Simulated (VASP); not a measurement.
```
GaPt3
1.0
   -1.81568     1.81568     4.04434
    1.81568    -1.81568     4.04434
    1.81568     1.81568    -4.04434
Pt Ga
3 1
Direct
  0.50000   0.50000   0.00000
  0.75000   0.25000   0.50000
  0.25000   0.75000   0.50000
  0.00000   0.00000   0.00000
```

Calculation: PBE GGA, VASP's PBE PAW potentials (set 64) (plane waves; VASP 6.6.1). Run with 300 eV cut-off, 7×7×7 Γ-centred mesh, Fermi-Dirac smearing of 0.10 eV, potentials Pt Ga_d.

At this cut-off the stress carries a Pulay error, which pulls relaxed volumes low. Energy and stress use the plane-wave basis of the starting cell.

**Question.** The ions, cell shape and volume are relaxed. Which structure does the run end with?

**Answer.** 
```
GaPt3
1.0
   -1.99377     1.99377     3.86520
    1.99377    -1.99377     3.86520
    1.99377     1.99377    -3.86520
Pt Ga
3 1
Direct
  0.50000   0.50000   0.00000
  0.75000   0.25000   0.50000
  0.25000   0.75000   0.50000
  0.00000   0.00000   0.00000
```
Space group I4/mmm (139), at a tolerance of 0.03 Å.

**Question.** How do energy and volume change from the first to the last step?

**Answer.** The energy (σ→0) changes by -346.4 meV/atom and the volume by +15.2 %, in 10 ionic steps.

| step | E(σ→0) (eV) | max force (eV/Å) | pressure (GPa) | volume (Å³) |
|---|---|---|---|---|
| 1 | -21.0532 | 0.000 | 47.81 | 53.33 |
| 2 | -17.4248 | 0.000 | -45.23 | 90.04 |
| 3 | -22.2197 | 0.000 | -8.26 | 64.52 |
| 4 | -22.2694 | 0.000 | -3.19 | 62.84 |
| 5 | -22.2730 | 0.000 | -1.47 | 62.33 |
| 6 | -22.3916 | 0.000 | -0.29 | 61.71 |
| 7 | -22.4337 | 0.000 | 1.44 | 61.11 |
| 8 | -22.4356 | 0.000 | 2.06 | 60.91 |
| 9 | -22.4210 | 0.000 | -4.19 | 62.61 |
| 10 | -22.4388 | 0.000 | -0.04 | 61.46 |

The structure was generated: GaPt3 was put into an ordered model structure, which need not be its known phase. This run relaxes it. Symmetry was kept, so distortions that lower it aren't found. The k-mesh is coarse (spacing up to 0.32 per Å, 2π included), so the numbers may not be converged in it. The run is one of a series of settings (EDIFFG = -0.01, IBRION = 2, ISIF = 3, NSW = 50 against the base run), some of them coarse on purpose. The electron count is odd and the run is not spin-polarised, which forces a metal.
